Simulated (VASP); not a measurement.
The system is CdSi4O.

```
Cd Si O
1.0
     0.00000    3.60175    3.60175
     3.60175    0.00000    3.60175
     3.60175    3.60175    0.00000
Cd Si O
1 4 1
Direct
  0.50000 0.50000 0.50000
  0.87672 0.87672 0.36984
  0.87672 0.36984 0.87672
  0.87672 0.87672 0.87672
  0.36984 0.87672 0.87672
  0.25000 0.25000 0.25000
```

The cell was built by a generator and needn't be a form met in nature.

| Item | Value |
| --- | --- |
| Program | VASP 6.6.1 |
| Task | relaxation of cell and atoms |
| Functional | LDA |
| Potentials or basis | VASP PAW LDA potentials, release 64 (Cd, Si, O) |
| Cutoff | 600 eV |
| k mesh | 5 × 5 × 5 |
| Occupations | fermi-dirac, width 0.05 eV |
| Spin | no spin polarisation |

At the start: pressure -5.2 GPa; volume 15.57 Å³/atom.

Task: How do energy, volume and symmetry change on relaxing?

Result: Over 3 steps the energy falls by 15.4 meV/atom and the volume is 14.68 Å³/atom (-5.7 %); space group F-43m (No. 216, to 0.05 Å).

Step by step:
```
step  energy change (eV)  largest force (eV/Å)  pressure (GPa)  volume (Å³)
   1              0.0000                0.0650           -5.19        93.45
   2             -0.0859                0.0189            1.55        86.79
   3             -0.0921                0.0020            0.01        88.08
```

Final structure:
```
CELL_PARAMETERS angstrom
0.00000 3.53146 3.53146
3.53146 0.00000 3.53146
3.53146 3.53146 0.00000
ATOMIC_POSITIONS crystal
Cd 0.50000 0.50000 0.50000
Si 0.87692 0.87692 0.36924
Si 0.87692 0.36924 0.87692
Si 0.87692 0.87692 0.87692
Si 0.36924 0.87692 0.87692
O 0.25000 0.25000 0.25000
```
